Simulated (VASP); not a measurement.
Output of a VASP run:

### OSZICAR
```
       N       E                     dE             d eps       ncg     rms          rms(c)
DAV:   1     0.676088691669E+03    0.67609E+03   -0.29876E+04  4008   0.182E+03
DAV:   2    -0.421426826448E+00   -0.67651E+03   -0.65863E+03  4264   0.540E+02
DAV:   3    -0.738444702628E+02   -0.73423E+02   -0.72822E+02  4544   0.185E+02
DAV:   4    -0.757193124270E+02   -0.18748E+01   -0.18644E+01  4520   0.302E+01
DAV:   5    -0.757500945182E+02   -0.30782E-01   -0.30562E-01  4288   0.435E+00    0.193E+01
DAV:   6    -0.637334490462E+02    0.12017E+02   -0.28570E+01  4656   0.415E+01    0.157E+01
DAV:   7    -0.597662297237E+02    0.39672E+01   -0.16065E+01  4080   0.357E+01    0.129E+01
DAV:   8    -0.625502381348E+02   -0.27840E+01   -0.96007E+00  4128   0.321E+01    0.582E+00
DAV:   9    -0.585474275323E+02    0.40028E+01   -0.48104E+00  4120   0.223E+01    0.454E+00
DAV:  10    -0.578401166270E+02    0.70731E+00   -0.52669E-01  4184   0.732E+00    0.722E-01
DAV:  11    -0.578228417699E+02    0.17275E-01   -0.46092E-02  4352   0.194E+00    0.393E-01
DAV:  12    -0.578212464172E+02    0.15954E-02   -0.62298E-03  4408   0.665E-01    0.197E-01
DAV:  13    -0.578249641620E+02   -0.37177E-02   -0.37254E-02  4584   0.121E+00    0.502E-01
DAV:  14    -0.578220715036E+02    0.28927E-02   -0.92015E-03  4496   0.822E-01    0.216E-01
DAV:  15    -0.578220828709E+02   -0.11367E-04   -0.14265E-03  4064   0.234E-01    0.792E-02
DAV:  16    -0.578220317357E+02    0.51135E-04   -0.59316E-04  4432   0.163E-01    0.152E-02
DAV:  17    -0.578220458233E+02   -0.14088E-04   -0.70318E-05  4520   0.485E-02    0.171E-02
DAV:  18    -0.578220302367E+02    0.15587E-04   -0.24645E-06  4072   0.128E-02    0.141E-02
DAV:  19    -0.578220020531E+02    0.28184E-04   -0.13415E-05  4504   0.239E-02    0.399E-03
DAV:  20    -0.578219996636E+02    0.23895E-05   -0.78541E-07  3872   0.686E-03    0.252E-03
DAV:  21    -0.578220032495E+02   -0.35860E-05   -0.71860E-08  2928   0.234E-03    0.137E-03
DAV:  22    -0.578220063763E+02   -0.31268E-05   -0.53986E-08  2128   0.185E-03    0.263E-04
DAV:  23    -0.578220065820E+02   -0.20570E-06   -0.93215E-09  2088   0.816E-04    0.740E-05
DAV:  24    -0.578220067045E+02   -0.12248E-06   -0.28826E-09  2088   0.390E-04    0.210E-04
DAV:  25    -0.578220062812E+02    0.42331E-06   -0.81091E-10  2048   0.235E-04    0.838E-05
DAV:  26    -0.578220059758E+02    0.30542E-06   -0.10832E-09  2056   0.231E-04    0.543E-05
DAV:  27    -0.578220061099E+02   -0.13413E-06   -0.15132E-10  2032   0.105E-04    0.231E-05
DAV:  28    -0.578220061054E+02    0.45475E-08   -0.10163E-10  2016   0.741E-05
   1 F= -.57822006E+02 E0= -.57822006E+02  d E =0.000000E+00  mag=    -0.0000
       N       E                     dE             ncg
       N       E                     dE             ncg
```

### OUTCAR
```
------------------------ aborting loop because EDIFF is reached ----------------------------------------
  FORCE on cell =-STRESS in cart. coord.  units (eV):
  Direction    XX          YY          ZZ          XY          YZ          ZX
  --------------------------------------------------------------------------------------
  Total        0.0290730      0.0290730     -0.0874108     -0.0000000      0.0000000      0.0000000
  in kB        0.5992246      0.5992246     -1.8016257     -0.0000000      0.0000000      0.0000000
  external PRESSURE =      -0.2010588 kB  Pullay stress =       0.0000000 kB
  volume of cell :       77.73
      direct lattice vectors                 reciprocal lattice vectors
     4.858197341  0.000000000  0.000000000     0.205837666  0.000000000  0.000000000
     0.000000000  4.858197341  0.000000000     0.000000000  0.205837666  0.000000000
     0.000000000  0.000000000  3.293522094     0.000000000  0.000000000  0.303626322
 POSITION                                       TOTAL-FORCE (eV/Angst)
 -----------------------------------------------------------------------------------
      0.00000      0.00000      0.00000         0.000000      0.000000     -0.000000
      2.42910      2.42910      1.64676         0.000000      0.000000     -0.000000
      1.47757      1.47757      0.00000        -0.004149     -0.004149     -0.000000
      3.90667      0.95153      1.64676        -0.004149      0.004149      0.000000
      0.95153      3.90667      1.64676         0.004149     -0.004149     -0.000000
      3.38063      3.38063      0.00000         0.004149      0.004149      0.000000
 -----------------------------------------------------------------------------------
    total drift:                                0.000000      0.000000      0.000000
  FREE ENERGIE OF THE ION-ELECTRON SYSTEM (eV)
  ---------------------------------------------------
  free  energy   TOTEN  =       -57.8220061054 eV

  energy  without entropy=      -57.8220061054  energy(sigma->0) =      -57.82200611

 total charge

# of ion       s       p       d       tot
------------------------------------------
    1        0.193   6.144   4.955  11.292
    2        0.193   6.144   4.955  11.292
    3        1.761   4.391   0.000   6.152
    4        1.761   4.391   0.000   6.152
    5        1.761   4.391   0.000   6.152
    6        1.761   4.391   0.000   6.152
--------------------------------------------------
tot          7.429  29.854   9.910  47.193

 magnetization (x)

# of ion       s       p       d       tot
------------------------------------------
    1        0.025   0.015   4.558   4.598
    2       -0.025  -0.015  -4.558  -4.598
    3       -0.003  -0.021   0.000  -0.023
    4        0.003   0.021   0.000   0.023
    5        0.003   0.021   0.000   0.023
    6       -0.003  -0.021   0.000  -0.023
--------------------------------------------------
tot          0.000   0.000  -0.000  -0.000

 Electric field gradients after diagonalization (V/A^2)
 (convention: |V_zz| > |V_xx| > |V_yy|)
----------------------------------------------------------------------
 ion       V_xx      V_yy      V_zz     asymmetry (V_yy - V_xx)/ V_zz
----------------------------------------------------------------------
   1     -12.555   -12.460    25.015       0.004
   2     -12.555   -12.460    25.015       0.004
   3      43.221    18.122   -61.343       0.409
   4      43.221    18.122   -61.343       0.409
   5      43.221    18.122   -61.343       0.409
   6      43.221    18.122   -61.343       0.409
```
(Selected blocks of OUTCAR.)

**POSCAR**
```
MnF2
1
    4.8581973408     0.0000000000     0.0000000000
    0.0000000000     4.8581973408     0.0000000000
    0.0000000000     0.0000000000     3.2935220942
Mn F
2 4
Direct
  0.0000000000   0.0000000000   1.0000000000
  0.5000000000   0.5000000000   0.5000000000
  0.3041392696   0.3041392696   1.0000000000
  0.8041392696   0.1958607304   0.5000000000
  0.1958607304   0.8041392696   0.5000000000
  0.6958607304   0.6958607304   0.0000000000
```

Task: Reconstruct the remaining input files.

Result: This is not unique; one that fits is the input of the run itself, MS2 meta-GGA, plane waves, VASP's PBE PAW potentials (set 64).

KPOINTS:
```
Automatic mesh
0
Gamma
5 5 8
0 0 0
```

**INCAR**
```
! general
SYSTEM =MnF2
PREC   =Accurate
ENCUT  =520
LREAL  =.FALSE.
LASPH  =.TRUE.   ! aspherical one-centre terms

! electronic loop
EDIFF  =1E-7   ! SCF stop (eV)
NELM   =100   ! most electronic steps
ALGO   =Normal   ! blocked Davidson
LMAXMIX=4   ! l cut-off of mixed one-centre charges
LMIXTAU=.TRUE.

! smearing
ISMEAR =-5

! functional
METAGGA=MS2

! spin
ISPIN  =2   ! spin-polarised
MAGMOM =4.6 -4.6 -0.0 2*0.0 -0.0

! ions
ISIF   =2   ! forces and stress, cell fixed

! output
LWAVE  =.FALSE.
LCHARG =.FALSE.
LORBIT =11   ! lm-projected
NEDOS  =601

! other
LEFG   =.TRUE.
```

KPOINTS_OPT:
```
k-points along high-symmetry lines
5
Line-mode
Reciprocal
  0.000000   0.000000   0.000000 ! GAMMA
  0.500000   0.500000   0.000000 ! Y

  0.500000   0.500000   0.000000 ! Y
  0.500000   0.500000   0.000000 ! C_0

  0.500000  -0.500000   0.000000 ! SIGMA_0
  0.000000   0.000000   0.000000 ! GAMMA

  0.000000   0.000000   0.000000 ! GAMMA
  0.000000   0.000000   0.500000 ! Z

  0.000000   0.000000   0.500000 ! Z
  0.500000  -0.500000   0.500000 ! A_0

  0.500000   0.500000   0.500000 ! E_0
  0.500000   0.500000   0.500000 ! T

  0.500000   0.500000   0.500000 ! T
  0.500000   0.500000   0.000000 ! Y

  0.000000   0.000000   0.000000 ! GAMMA
  0.500000  -0.000000   0.000000 ! S

  0.500000  -0.000000   0.000000 ! S
  0.500000  -0.000000   0.500000 ! R

  0.500000  -0.000000   0.500000 ! R
  0.000000   0.000000   0.500000 ! Z

  0.000000   0.000000   0.500000 ! Z
  0.500000   0.500000   0.500000 ! T
```

POTCAR, in this order: Mn_pv F (PBE.64 set). Program: vasp_std.

The compound is MnF2 in the rutile structure. It was relaxed first.
